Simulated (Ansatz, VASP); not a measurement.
# Cross-check of Te (Tellurium) between VASP and Ansatz

One calculation is typed for both programs; each brings its own data sets. How far apart do they land? The cell is taken from a series of runs on this material, whose earlier steps may have relaxed, scaled, displaced or heated it; both programs get it as it stands.

Method: plane waves, with VASP 6.6.1 beside it; relaxation of cell and atoms at RPBE, in Ansatz 0.2.0.

**1. Starting point**

The structure is trigonal, space group P3_121 (No. 152). Conventional cell: a = 6.517 Å, b = 6.517 Å, c = 5.764 Å, α = 90.00°, β = 90.00°, γ = 120.00°. Nearest to Te lie 2 Te at 2.77 Å.

Coordinates:

```xyz
3
Lattice="6.5170 0.0000 0.0000 -3.2585 5.6439 0.0000 0.0000 0.0000 5.7636" Properties=species:S:1:pos:R:3 pbc="T T T"
Te    1.1497    0.0000    1.9212
Te    5.9422    0.9957    3.8424
Te    2.6837    4.6482    0.0000
```

**2. VASP: relaxation of cell and atoms, RPBE, pair 1**

The relaxed volume is the usual yardstick between codes: in a stiff, nearly cubic crystal its relative difference is about their pressure difference at one cell divided by the bulk modulus.

Lines of VASP's logs that name or quote its potential files are left out, and so is its time.

INCAR reads:

```
SYSTEM = Te
PREC = Accurate
ENCUT = 500
EDIFF = 1E-07
NELM = 120
ISMEAR = 0
SIGMA = 0.02
LREAL = .FALSE.
ALGO = Normal
GGA = RP
NBANDS = 15
LORBIT = 11
LWAVE = .FALSE.
LCHARG = .FALSE.
ISIF = 3
IBRION = 2
NSW = 80
EDIFFG = -0.005
LASPH = .TRUE.
GGA_COMPAT = .FALSE.
NELMIN = 4
EFERMI = MIDGAP
KPAR = 2
```

POSCAR reads:

```
Te
1.0
    6.5170490000      0.0000000000      0.0000000000
   -3.2585250000      5.6439300000      0.0000000000
    0.0000000000      0.0000000000      5.7636010000
Te
3
Direct
    0.1764166573      0.0000000000      0.3333332755
    0.9999999901      0.1764166104      0.6666667245
    0.8235835061      0.8235833896      0.0000000000
```

KPOINTS reads:

```
Automatic mesh
0
Gamma
6 6 4
0 0 0
```

Potentials, in the order of the species: Te (PBE family, release 64).

Launch:

```
$ mpirun -np 2 vasp_std
```

Numbers of over 12 decimals in the logs are rounded to 6 here.

Output:

```text
[banner, memory and clock lines left out]
running    2 mpi-ranks, on    1 nodes
 distrk:  each k-point on    1 cores,    2 groups
 distr:  one band on    1 cores,    1 groups

 POSCAR found type information on POSCAR Te
 POSCAR found :  1 types and       3 ions
|                                                                             |
|               ----> ADVICE to this user running VASP <----                  |
|                                                                             |
|     You enforced a specific xc type in the INCAR file but a different       |
|     [... a line on the potential file left out ...]
|     I HOPE YOU KNOW WHAT YOU ARE DOING!                                     |
|                                                                             |

 LDA part: xc-table for (Slater+PW92), standard interpolation
 POSCAR, INCAR and KPOINTS ok, starting setup
 FFT: planning ... GRIDC
 FFT: planning ... GRID_SOFT
 FFT: planning ... GRID
 WAVECAR not read
 entering main loop
       N       E                     dE             d eps       ncg     rms          rms(c)
DAV:   1     0.818118659609E+02    0.81812E+02   -0.54716E+03   720   0.837E+02
DAV:   2    -0.134933318657E+01   -0.83161E+02   -0.79611E+02  1004   0.131E+02
DAV:   3    -0.837386236110E+01   -0.70245E+01   -0.70025E+01   790   0.431E+01
DAV:   4    -0.856192207388E+01   -0.18806E+00   -0.18804E+00  1182   0.840E+00
DAV:   5    -0.856391541284E+01   -0.19933E-02   -0.19933E-02   967   0.882E-01    0.889E+00
DAV:   6    -0.850691651812E+01    0.56999E-01   -0.39282E-02   951   0.108E+00    0.570E+00
DAV:   7    -0.848358443131E+01    0.23332E-01   -0.10200E-01   902   0.175E+00    0.384E-01
DAV:   8    -0.848333841309E+01    0.24602E-03   -0.77681E-03   867   0.517E-01    0.141E-01
DAV:   9    -0.848365680908E+01   -0.31840E-03   -0.74699E-04   874   0.204E-01    0.471E-02
DAV:  10    -0.848371771052E+01   -0.60901E-04   -0.19062E-04   825   0.109E-01    0.207E-02
DAV:  11    -0.848372624782E+01   -0.85373E-05   -0.48883E-05   846   0.595E-02    0.778E-03
DAV:  12    -0.848372672610E+01   -0.47828E-06   -0.38961E-06   881   0.184E-02    0.245E-03
DAV:  13    -0.848372692622E+01   -0.20011E-06   -0.28942E-07   846   0.445E-03    0.635E-04
DAV:  14    -0.848372704359E+01   -0.11738E-06   -0.31142E-08   696   0.145E-03    0.214E-04
DAV:  15    -0.848372709710E+01   -0.53508E-07   -0.77055E-09   486   0.920E-04
   1 F= -.84837271E+01 E0= -.84837271E+01  d E =-.848373E+01
[...]
2 F= -.84837886E+01 E0= -.84837886E+01  d E =-.615431E-04
[...]
3 F= -.84837888E+01 E0= -.84837888E+01  d E =-.617411E-04
[...]
4 F= -.84838405E+01 E0= -.84838405E+01  d E =-.516749E-04
 trial-energy change:   -0.000052  1 .order   -0.000049   -0.000072   -0.000026
 step:   1.2879(harm=  1.4470)  dis= 0.00050  next Energy=    -8.483846 (dE=-0.571E-04)
 bond charge predicted
       N       E                     dE             d eps       ncg     rms          rms(c)
DAV:   1    -0.848385533984E+01   -0.14745E-04   -0.52154E-04   720   0.105E-01    0.315E-02
DAV:   2    -0.848384984274E+01    0.54971E-05   -0.16776E-05   874   0.231E-02    0.951E-03
DAV:   3    -0.848384843056E+01    0.14122E-05   -0.25971E-06   965   0.852E-03    0.747E-03
DAV:   4    -0.848384826462E+01    0.16594E-06   -0.17085E-06   909   0.663E-03    0.165E-03
DAV:   5    -0.848384830849E+01   -0.43870E-07   -0.17955E-07   640   0.253E-03
   5 F= -.84838483E+01 E0= -.84838483E+01  d E =-.594702E-04
 curvature:  -1.11 expect dE=-0.245E-05 dE for cont linesearch -0.717E-06
 trial: gam=-0.11764 g(F)=  0.933E-06 g(S)=  0.128E-05 ort = 0.926E-05 (trialstep = 0.994E+00)
 search vector abs. value=  0.187E-05
 reached required accuracy - stopping structural energy minimisation
```

From OUTCAR (step 2):

```text
ion  position               nearest neighbor table
   1  0.176  0.000  0.333-   3 2.77   2 2.77
   2  1.000  0.176  0.667-   3 2.77   1 2.77
   3  0.824  0.824  0.000-   1 2.77   2 2.77

  LATTYP: Found a hexagonal cell.
 ALAT       =     6.5170490000
 C/A-ratio  =     0.8843881640

 Subroutine GETGRP returns: Found  6 space group operations
 (whereof  2 operations were pure point group operations)

The static configuration has the point symmetry C_2 .
 The point group associated with its full space group is D_3 .

 Found     24 irreducible k-points:

   k-points           NKPTS =     24   k-points in BZ     NKDIM =     24   number of bands    NBANDS=     15

   dimension x,y,z NGX =    48 NGY =   48 NGZ =   42
   dimension x,y,z NGXF=    96 NGYF=   96 NGZF=   84

   ENCUT  =  500.0 eV  36.75 Ry    6.06 a.u.  11.88 11.88 10.51*2*pi/ulx,y,z

   NELECT =      18.0000    total number of electrons

 k-points in reciprocal lattice and weights: Automatic mesh
   0.00000000  0.00000000  0.00000000       0.007
   0.16666667  0.00000000  0.00000000       0.042
   0.33333333  0.00000000  0.00000000       0.042
   0.50000000  0.00000000  0.00000000       0.021
   0.16666667  0.16666667  0.00000000       0.042
   0.33333333  0.16666667  0.00000000       0.083
   0.33333333  0.33333333  0.00000000       0.014
   0.00000000  0.00000000  0.25000000       0.014
   0.16666667  0.00000000  0.25000000       0.042
[...]
0.33333333  0.16666667  0.50000000       0.083
   0.33333333  0.33333333  0.50000000       0.014

 average (electrostatic) potential at core
       1 -94.3961       2 -94.3961       3 -94.3962

 E-fermi :   0.4574

 k-point     1 :       0.0000    0.0000    0.0000
  band No.  band energies     occupation
    ...
      5      -3.2264      2.00000
      6      -2.3046      2.00000
      7      -1.5154      2.00000
      8      -1.5154      2.00000
      9      -0.3712      2.00000
     10       2.0219      0.00000
     11       2.0219      0.00000
     12       2.3686      0.00000
     13       4.1678      0.00000
     14       5.8947      0.00000
    ...

 k-point     2 :       0.1667    0.0000    0.0000
  band No.  band energies     occupation
    ...
      5      -3.2423      2.00000
      6      -2.2633      2.00000
      7      -1.5324      2.00000
      8      -1.5167      2.00000
      9      -0.3924      2.00000
     10       2.0182      0.00000
     11       2.0258      0.00000
     12       2.4484      0.00000
     13       4.3572      0.00000
     14       5.7987      0.00000
    ...

 k-point     3 :       0.3333    0.0000    0.0000
  band No.  band energies     occupation
    ...
      5      -3.2718      2.00000
      6      -2.1657      2.00000
      7      -1.5819      2.00000
      8      -1.5379      2.00000
      9      -0.4341      2.00000
     10       2.0191      0.00000
     11       2.0900      0.00000
     12       2.6093      0.00000
     13       4.8128      0.00000
     14       5.6917      0.00000
    ...

  Total        0.0010847      0.0010847     -0.0087788     -0.0000000      0.0000000      0.0000000
  in kB        0.0081934      0.0081934     -0.0663143     -0.0000000      0.0000000      0.0000000
  external PRESSURE =      -0.0166425 kB  Pullay stress =       0.0000000 kB

  energy-cutoff  :      500.00
  volume of cell :      212.10
      direct lattice vectors                 reciprocal lattice vectors
     6.525192560 -0.000000001 -0.000000000     0.153252182  0.088480202  0.000000000
    -3.262596781  5.650982530  0.000000000     0.000000000  0.176960377 -0.000000000
    -0.000000000  0.000000000  5.752039920     0.000000000  0.000000000  0.173851366

 POSITION                                       TOTAL-FORCE (eV/Angst)
 -----------------------------------------------------------------------------------
      1.15276     -0.00000      1.91735        -0.002539      0.000000      0.000000
      5.94881      0.99832      3.83469         0.001270     -0.002199     -0.000000
      2.68622      4.65266     -0.00000         0.001270      0.002199     -0.000000
 -----------------------------------------------------------------------------------
    total drift:                                0.000101      0.000051      0.000015

  FREE ENERGIE OF THE ION-ELECTRON SYSTEM (eV)
  ---------------------------------------------------
  free  energy   TOTEN  =        -8.4838483085 eV

  energy  without entropy=       -8.4838483085  energy(sigma->0) =       -8.48384831

 reached required accuracy - stopping structural energy minimisation

 total charge
# of ion       s       p       d       tot
------------------------------------------
    1        1.401   1.881   0.033   3.315
    2        1.401   1.881   0.033   3.315
    3        1.401   1.881   0.033   3.315
--------------------------------------------------
tot          4.202   5.644   0.099   9.946

[... 3 further parts left out ...]
```

CONTCAR:

```
Te
   1.00000000000000
     6.5251925598392093   -0.0000000007215932   -0.0000000000000000
    -3.2625967811693113    5.6509825300898795    0.0000000000000000
    -0.0000000000000000    0.0000000000000000    5.7520399202817840
  Te
     3
Direct
     0.1766631642472664    0.0000000000000122    0.3333332755000029
     0.9999999901000068    0.1766631173472482    0.6666667244999971
     0.8233369991527305    0.8233368826527396    0.0000000000000000
```

**3. Ansatz: relaxation of cell and atoms, RPBE, pair 1**

Ansatz runs on its default PAW (the set named soft_2) files.

The same cell, functional, mesh and smearing now go to Ansatz, which takes its cutoff from its data sets.

input.yaml reads:

```yaml
crystal:
  lattice:
    - [6.5170493497, 0.0, 0.0]
    - [-3.2585246748, 5.6439302946, 0.0]
    - [0.0, 0.0, 5.7636011163]
  atoms:
    - { symbol: Te, position: [0.1764166304, 0.0, 0.3333333333] }
    - { symbol: Te, position: [0.0, 0.1764166304, 0.6666666667] }
    - { symbol: Te, position: [0.8235833696, 0.8235833696, 0.0] }
kpoints:
  mp_grid: { grid: [6, 6, 4] }
hamiltonian:
  xc: rpbe
scf:
  occupations: { method: gaussian, width: 0.02 }
output:
  forces: true
  stress: true
  eigenvalues: true
  write_density: true
  write_potential: true
  elf: true
  volumetric_format: npy
relax:
  adjacent_minimum: "off"
  f_tol: 0.005
  max_steps: 80
  cell: { stress_tol: 0.05 }
```

Launch:

```
$ ansatz run input.yaml --threads 8 --pin off --max-ram 14336MiB --backend cpu --events-out ev --progress --plain --runs-dir out
```

Output:

```text
Engine: ansatz 0.2.0, x86_64-unknown-linux-gnu
Pseudopotentials: kind: paw
Pseudopotential: Te, paw, valence charge 16, recommended cutoff 420 eV (normal), Te.paw.azcp
Functional definition: RPBE
  parameter kappa = 0.804
  parameter beta = 0.066725
  exchange = rpbe_x(kappa = kappa, mu = beta*pi^2/3)
  correlation = pbe_c(beta = beta)
Crystal: 3 atoms, lattice volume = 211.995 Å³
Basis set: ecut = 420 eV, 4135 PW (Γ), exchange–correlation on 90×90×80 points (8 copies of the dense FFT grid, shifted against one another)
Bands: 29, of which v1, the nominal top of the filled ones, is band 24 counted from 1 (23 counted from 0)
Symmetry: 6 space group operations
Space group: P3121 (ITA 152), of the structure as read, at distance tolerance 6.0e-5 Å
k-points: 24 of 144 (time reversal used)
Non-local potential: Te, projectors of the file, l = 0: 2, l = 1: 2, l = 2: 2, l = 3: 2
PAW form: soft (Blöchl's): semilocal exchange-correlation on the pseudo side does not see the compensation charge
PAW frozen core: Te, regenerated for the run's functional, and the local potential with it (the file was generated under x = pbe(κ = 0.804, μ = 0.219515), c = pbe(β = 0.066725))
PAW one-centre angular grid: Te, 590 points (default); XC on 64 Gauss nodes
Initial density: superposition of atomic densities (neutral atoms: chi_scale 0, normalization atom), corrected by the library's trained network
Initial wavefunctions: pseudopotential atomic-orbital guess
Functional: x = rpbe, c = pbe(β = 0.066725)
SCF iter   1: F=—  HF=-20966.552644 eV  |F-HF|=—  |Δ(HF+E_count)|=         —  Δρ=1.92e-3  dr2=6.37e-3  ethr=1.77e-3  ⟨swp⟩=8.3  Hψ=3419  notcnv=0
preconditioner: auto → Resta (q_TF=auto, 2.130 Å⁻¹)  ε∞=2.7  [insulator: Δε(μ)=1.551 eV  Ē_g=8.243 eV  σ=0.020 eV  W_gap=1.00  n_scr=26 (ndim 8)  ℏωp=10.8 eV  f_vac=0.417  D(μ)=0.00/eV (n_scr^D=0)  ε∞_Penn≈2.7]
SCF iter   2: F=—  HF=-20966.557017 eV  |F-HF|=—  |Δ(HF+E_count)|=   4.37e-3  Δρ=9.74e-4  dr2=2.33e-3  ethr=1.33e-5  ⟨swp⟩=2.2  Hψ=1570  notcnv=0  defer=24
SCF iter   3: F=—  HF=-20966.559467 eV  |F-HF|=—  |Δ(HF+E_count)|=   2.45e-3  Δρ=3.57e-4  dr2=3.78e-4  ethr=4.84e-6  ⟨swp⟩=2.9  Hψ=1213  notcnv=0  defer=24
SCF iter   4: F=—  HF=-20966.559638 eV  |F-HF|=—  |Δ(HF+E_count)|=   1.70e-4  Δρ=1.05e-4  dr2=3.57e-5  ethr=7.87e-7  ⟨swp⟩=2.2  Hψ=1032  notcnv=0  defer=24
SCF iter   5: F=—  HF=-20966.559622 eV  |F-HF|=—  |Δ(HF+E_count)|=   1.54e-5  Δρ=3.25e-5  dr2=3.92e-6  ethr=7.43e-8  ⟨swp⟩=3.0  Hψ=1329  notcnv=0  defer=24
SCF iter   6: F=—  HF=-20966.559623 eV  |F-HF|=—  |Δ(HF+E_count)|=   1.16e-6  Δρ=8.94e-6  dr2=2.72e-7  ethr=8.17e-9  ⟨swp⟩=3.0  Hψ=1501  notcnv=0  defer=24
SCF iter   7: F=-20966.559623 eV  HF=-20966.559623 eV  |F-HF|=9.06e-9  |Δ(HF+E_count)|=   2.00e-9  Δρ=2.28e-6  dr2=2.65e-8  ethr=2.08e-10  ⟨swp⟩=16.1  Hψ=5284  notcnv=0
SCF 1 converged in 7 iterations: F = -20966.559623 eV  dr2 = 2.65e-8
  greatest PAW one-centre occupation: 0.997 electrons in one spin orbital (limit 2), on the Te atom at site 1 (counted from 0), in its partial waves of l = 2
relax step   1: F+E_penalty+E_count = -20966.55962343 eV  Δ(F+E_penalty+E_count) = +0.000e0 eV  max|allowed force component| = 7.153e-3 eV/Å  Δτ_max = 0.0000 Å  P = +0.006 GPa  Ω = 211.995 Å³  (7 SCF iters, dr2 threshold 1.00e-7 eV, accepted)
[...]
relax step   2: F+E_penalty+E_count = -20966.55963922 eV  Δ(F+E_penalty+E_count) = -1.579e-5 eV  max|allowed force component| = 1.138e-2 eV/Å  Δτ_max = 0.0016 Å  P = -0.015 GPa  Ω = 211.908 Å³  energy of the carried Pulay correction = +5.831e-6 eV  (5 SCF iters, dr2 threshold 3.20e-9 eV, accepted)
[...]
relax step   3: F+E_penalty+E_count = -20966.55965069 eV  Δ(F+E_penalty+E_count) = -1.147e-5 eV  max|allowed force component| = 2.013e-3 eV/Å  Δτ_max = 0.0007 Å  P = -0.001 GPa  Ω = 211.947 Å³  energy of the carried Pulay correction = +3.189e-6 eV  (4 SCF iters, dr2 threshold 8.09e-9 eV, accepted)
[...]
relax step   4: F+E_penalty+E_count = -20966.55964581 eV  Δ(F+E_penalty+E_count) = +4.876e-6 eV  max|allowed force component| = 2.023e-3 eV/Å  Δτ_max = 0.0000 Å  P = -0.001 GPa  Ω = 211.947 Å³  stress off target by 7.68e-3 GPa  SCF on the basis re-selected at this cell (its energy is not comparable with the rows above)  (6 SCF iters)
basis re-selected at this cell: Δ(F+E_penalty+E_count) = +4.876e-6 eV, ΔP = +0.000 GPa vs the last step (what re-selecting the basis moved, of the pressure what is left beyond the Pulay correction that the steps carried, after the strain that the cell walked since its last selection, with what the two solves' SCF thresholds leave and, on support functions, any second-order correction that the steps lacked; it is no m [...]
SCF converged after 6 iterations
Free energy (F): -20966.559646 eV
Harris-Foulkes:  -20966.559646 eV  (|F-HF|=7.28e-12)
Internal energy: -20966.559646 eV  (E = F + TS)
E sigma→0 (E₀):  -20966.559646 eV
Fermi energy:    1.819728 eV
--- Per-component energies (eV) ---
  E_band       = -1119.169548
  E_kinetic    = 537.273510
  E_local      = -6691.486501  (includes V_loc(G=0)·N_el)
  E_nonlocal   = -933.559350
  E_hartree    = 3707.242064
  E_xc         = -370.785877
  E_vxc        = -307.828269  (∫ρ·V_xc dr)
  E_paw        = -14013.489476  (= ΣΔE_a)
  E_vpaw       = -1138.052349  (= ΣTr[D̂ρ^β])
  E_aug_tail   = -0.000530  (compensation charges beyond the density's cutoff)
  E_ewald      = -3201.636532
  E_core_change = -0.116953  (= ΣΔE_core)
  E_smearing   = -0.000000  (= −TS)
  E_closure    = -0.000000  (closes the sum)
  Σ components = -20966.559646   (vs F -20966.559646, Δ=0.00e0)
--- Forces (eV/Å), atoms counted from 1 ---
  atom   1  Te    -0.00202285     0.00000000     0.00000000
  atom   2  Te     0.00101143    -0.00175184    -0.00000000
  atom   3  Te     0.00101143     0.00175184     0.00000000
  max |Σ_I F_I| component: 2.17e-18 eV/Å
--- Stress (GPa, compression-positive) ---
        0.001905       0.000000      -0.000000
        0.000000       0.001905       0.000000
       -0.000000       0.000000      -0.007685
  P = ⅓ Tr σ = -0.0013 GPa (-0.013 kbar)
--- Band table (eV; the first three rows and the last of 24) ---
  k-point 0: bands = [... 20 lower, -0.9560, -0.1516, -0.1516, 0.9899, 3.3829, 3.3829, 3.7171, 5.5204, ... 1 higher]
  k-point 1: bands = [... 20 lower, -1.1339, 0.2555, 0.2875, 0.8981, 3.0038, 3.3179, 3.3975, 6.3032, ... 1 higher]
  k-point 2: bands = [... 20 lower, -1.5367, 0.7282, 0.7282, 0.8812, 2.7024, 3.0740, 3.0740, 7.1030, ... 1 higher]
  k-point 23: bands = [... 20 lower, -1.6649, 0.8978, 0.9453, 0.9453, 2.5962, 3.5564, 3.5564, 6.6169, ... 1 higher]
--- Relaxed structure (3 steps of the walk, 3 accepted, 1 SCFs on fresh bases) ---
  F+E_penalty+E_count = -20966.55964581 eV   max|allowed force component| = 2.023e-3 eV/Å   (the final SCF, on the basis selected at the relaxed cell)
  cell:  # Å, volume = 211.9474 Å³
    - [6.518965, -2.8875900609849217e-11, -1.7452554751963144e-19]
    - [-3.259483, 5.645589, 1.590456715474441e-19]
    - [-1.5434832337848991e-19, 0, 5.758908]
  atoms:
    - { symbol: Te, position: [0.176555, 0, 0.333333] }
    - { symbol: Te, position: [0, 0.176555, 0.666667] }
    - { symbol: Te, position: [0.823445, 0.823445, 0] }
```

Reading the cycles: dr2 is the Hartree energy of the density residual (eV), the measure of convergence; HF is the Harris–Foulkes estimate of the energy, which meets the free energy F at convergence.

**4. Side by side**

Known differences besides the potentials themselves: the data sets hold 48 valence electrons in Ansatz (on its default PAW (the set named soft_2) files) and 18 in VASP; the cutoff is 420 eV in Ansatz and 500 eV in VASP; Ansatz makes its cores anew for this functional, VASP keeps those of its PBE data sets; Ansatz adds a Pulay correction to the stress that steers its cell, VASP none. Total energies have different zeros and are not compared.

Both answers:

| quantity | Ansatz | VASP | difference |
| --- | --- | --- | --- |
| volume (Å³) | 211.95 | 212.10 | -0.07 % |
| edge a after relaxation, in the typed setting (Å) | 6.519 | 6.525 | -0.10 % |
| edge c after relaxation, in the typed setting (Å) | 5.759 | 5.752 | +0.12 % |

[end of part 1 of 2]

[Lines on the potential files, build, host, timing and source positions are cut from VASP's logs without a mark.]

[Logs are printed without paths, hosts, clocks, repeated set-up lines and the standing remarks that a program may print on its own settings, such as how far it seeks lower states.]

[Hosts, paths, dates, database ids (printed as entryN), source tags and the programs' standing remarks are cut or masked in the printed files.]
